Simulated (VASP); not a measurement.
Here is the system:

```xyz
3
Lattice="1.4565 -2.5227 0.0000 1.4565 2.5227 0.0000 0.0000 0.0000 3.0424" Properties=species:S:1:pos:R:3 pbc="T T T"
Ti     0.0000     0.0000     0.0000
B      1.4565     0.8409     1.5212
B      1.4565    -0.8409     1.5212
```

Computed with PBE GGA, VASP's PBE PAW potentials (set 64) (plane waves; VASP). Run with 620 eV cut-off, 12×12×10 Γ-centred mesh, first-order Methfessel-Paxton smearing of 0.10 eV, potentials Ti_sv B.

**Question.** Predict the energy per atom (σ→0), pressure, band gap (on the k-mesh) with the smallest direct gap where there is one.

**Answer.** 
| Property | Result |
|---|---|
| band gap (on the k-mesh) | none (metal, semimetal or under 0.01 eV) |
| energy per atom (σ→0) | -8.003 eV/atom |
| pressure | 45.36 GPa |

Total energies compare only between runs with the same potentials, cut-off and functional.

The compound is TiB2 in the AlB2 type structure. It was relaxed first under an external pressure of 45 GPa.
